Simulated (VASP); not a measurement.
A run of VASP 6.6.1:

INCAR

```
SYSTEM = Ca3SiSe
  PREC = Accurate
  ENCUT = 520
  EDIFF = 1E-7
  ISMEAR = 0
  SIGMA = 0.1
  LREAL = .FALSE.
  LASPH = .TRUE.
  NELM = 100
  ALGO = Fast
  ISIF = 2
  LWAVE = .FALSE.
  LCHARG = .FALSE.
  GGA = PE
  NBANDS = 28
```

KPOINTS

```
regular mesh
0
G
  8 8 6
  0 0 0
```

POSCAR

```
Ca3SiSe
1.0
    4.7974064261      0.0000000000      0.0000000000
    0.0000000000      4.7974064261      0.0000000000
    0.0000000000      0.0000000000      6.1561243563
Ca Si Se
3 1 1
Direct
    0.5000000000      0.0000000000      0.3828802077
    0.0000000000      0.5000000000      0.3828802077
    0.0000000000      0.0000000000      0.8426357718
    0.5000000000      0.5000000000      0.6808990289
    0.5000000000      0.5000000000      0.0893569138
```

Potentials or basis: VASP PAW PBE potentials, release 64 (Ca_sv, Si, Se).

Command:

```console
$ cat potpaw_PBE.64/Ca_sv/POTCAR potpaw_PBE.64/Si/POTCAR potpaw_PBE.64/Se/POTCAR > POTCAR
$ mpirun -np 1 vasp_std > vasp.out
```

Hardware: 1 thread of AMD EPYC 9R45 96-Core Processor (Zen 5) (shared host).

Problem. How long does it take, and how much memory?

Solution. It took 4.6 min on 1 thread of AMD EPYC 9R45 96-Core Processor (Zen 5), on a shared host, peak memory 0.36 GiB. Counts: scf iterations 26, k points 60.
